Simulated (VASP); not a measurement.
All values below come from PBE GGA, VASP's PBE PAW potentials (set 64) (plane waves; VASP 6.6.1).

The input files of a VASP run:

### POSCAR
```
Cu
1
   -0.0000000000     1.8157517273     1.8157517273
    1.8157517273    -0.0000000000     1.8157517273
    1.8157517273     1.8157517273    -0.0000000000
Cu
1
Direct
  0.0000000000   0.0000000000   0.0000000000
```

INCAR:
```
# general
SYSTEM =Cu
PREC   =Normal
ENCUT  =400   # plane-wave cut-off (eV)
LREAL  =F
LASPH  =T   # aspherical one-centre terms

# electronic loop
EDIFF  =1E-5
NELM   =100   # most electronic steps
NELMIN =4
ALGO   =Fast
LMAXMIX=4   # l cut-off of mixed one-centre charges

# smearing
ISMEAR =1   # Methfessel-Paxton
SIGMA  =0.1

# functional
GGA    =PE   # PBE

# ions
IBRION =2
NSW    =20   # most ionic steps
ISIF   =2
EDIFFG =-0.03   # ionic stop

# output
LWAVE  =F
LCHARG =F
```

KPOINTS:
```
Automatic mesh
0
gamma
  19 19 19
0 0 0
```

POTCAR, in this order: Cu (PBE.64 set). Program: vasp_std.

Output of the run:

### OSZICAR
```
       N       E                     dE             d eps       ncg     rms          rms(c)
DAV:   1     0.307697250111E+02    0.30770E+02   -0.49073E+03  4121   0.168E+03
DAV:   2    -0.426218677670E+01   -0.35032E+02   -0.33196E+02  3988   0.179E+02
DAV:   3    -0.462343717273E+01   -0.36125E+00   -0.36023E+00  4725   0.265E+01
DAV:   4    -0.462594483242E+01   -0.25077E-02   -0.25075E-02  4839   0.197E+00
DAV:   5    -0.462597383078E+01   -0.28998E-04   -0.28999E-04  4652   0.170E-01    0.764E+00
RMM:   6    -0.407287737484E+01    0.55310E+00   -0.55197E+00  3979   0.579E+01    0.445E+00
RMM:   7    -0.373737437277E+01    0.33550E+00   -0.10205E+00  3975   0.260E+01    0.105E+00
RMM:   8    -0.372850370097E+01    0.88707E-02   -0.30613E-02  3965   0.219E+00    0.342E-01
RMM:   9    -0.372665965397E+01    0.18440E-02   -0.91780E-03  4015   0.252E+00    0.316E-02
RMM:  10    -0.372683142998E+01   -0.17178E-03   -0.13643E-03  4218   0.461E-01    0.211E-02
RMM:  11    -0.372688822644E+01   -0.56796E-04   -0.34268E-04  3974   0.457E-01    0.637E-02
RMM:  12    -0.372683690719E+01    0.51319E-04   -0.10225E-04  3851   0.221E-01    0.333E-03
RMM:  13    -0.372683969394E+01   -0.27868E-05   -0.27458E-05  3085   0.647E-02
   1 F= -.37268397E+01 E0= -.37266954E+01  d E =-.372684E+01
```

### OUTCAR
```
------------------------ aborting loop because EDIFF is reached ----------------------------------------
  FORCE on cell =-STRESS in cart. coord.  units (eV):
  Direction    XX          YY          ZZ          XY          YZ          ZX
  --------------------------------------------------------------------------------------
  Total       -0.0135738     -0.0135738     -0.0135738      0.0000000      0.0000000     -0.0000000
  in kB       -1.8164024     -1.8164024     -1.8164024      0.0000000      0.0000000     -0.0000000
  external PRESSURE =      -1.8164024 kB  Pullay stress =       0.0000000 kB
  volume of cell :       11.97
      direct lattice vectors                 reciprocal lattice vectors
     0.000000000  1.815751727  1.815751727    -0.275368043  0.275368043  0.275368043
     1.815751727  0.000000000  1.815751727     0.275368043 -0.275368043  0.275368043
     1.815751727  1.815751727  0.000000000     0.275368043  0.275368043 -0.275368043
 POSITION                                       TOTAL-FORCE (eV/Angst)
 -----------------------------------------------------------------------------------
      0.00000      0.00000      0.00000        -0.000000      0.000000      0.000000
 -----------------------------------------------------------------------------------
    total drift:                               -0.000000     -0.000000     -0.000000
  FREE ENERGIE OF THE ION-ELECTRON SYSTEM (eV)
  ---------------------------------------------------
  free  energy   TOTEN  =        -3.7268396939 eV

  energy  without entropy=       -3.7264066903  energy(sigma->0) =       -3.72669536

 reached required accuracy - stopping structural energy minimisation
```
(Selected blocks of OUTCAR.)

### OUTCAR
```
 val. band max:        7.4697596358   @ k =  -0.3684   0.1579   0.0526

 cond. band min:       7.4835465701   @ k =  -0.3158   0.2105   0.0000


 Fermi energy:         7.4785241436

 k-point     1 :       0.0000    0.0000    0.0000
  band No.  band energies     occupation
      1      -1.8326      2.00000
      2       4.4264      2.00000
      3       4.4264      2.00000
      4       4.4264      2.00000
      5       5.2306      2.00000
      6       5.2306      2.00000
      7      29.9033      0.00000
      8      32.4370      0.00000
      9      32.4372      0.00000

 k-point     2 :       0.0526    0.0000    0.0000
  band No.  band energies     occupation
      1      -1.7325      2.00000
      2       4.4058      2.00000
      3       4.4460      2.00000
      4       4.4460      2.00000
      5       5.2238      2.00000
      6       5.2238      2.00000
      7      29.3965      0.00000
      8      31.1836      0.00000
      9      32.1402      0.00000

 k-point     3 :       0.1053    0.0000    0.0000
  band No.  band energies     occupation
      1      -1.4353      2.00000
      2       4.3481      2.00000
      3       4.4956      2.00000
      4       4.4956      2.00000
      5       5.2074      2.00000
      6       5.2074      2.00000
      7      27.1761      0.00000
      8      30.5868      0.00000
      9      31.5270      0.00000

 k-point     4 :       0.1579    0.0000    0.0000
  band No.  band energies     occupation
      1      -0.9509      2.00000
      2       4.2698      2.00000
      3       4.5542      2.00000
      4       4.5542      2.00000
      5       5.2033      2.00000
      6       5.2033      2.00000
      7      24.3882      0.00000
      8      30.3805      0.00000
      9      30.9042      0.00000

 k-point     5 :       0.2105    0.0000    0.0000
  band No.  band energies     occupation
      1      -0.3005      2.00000
      2       4.2000      2.00000
      3       4.5865      2.00000
...
```

The compound is Cu in the fcc structure. It was relaxed first.
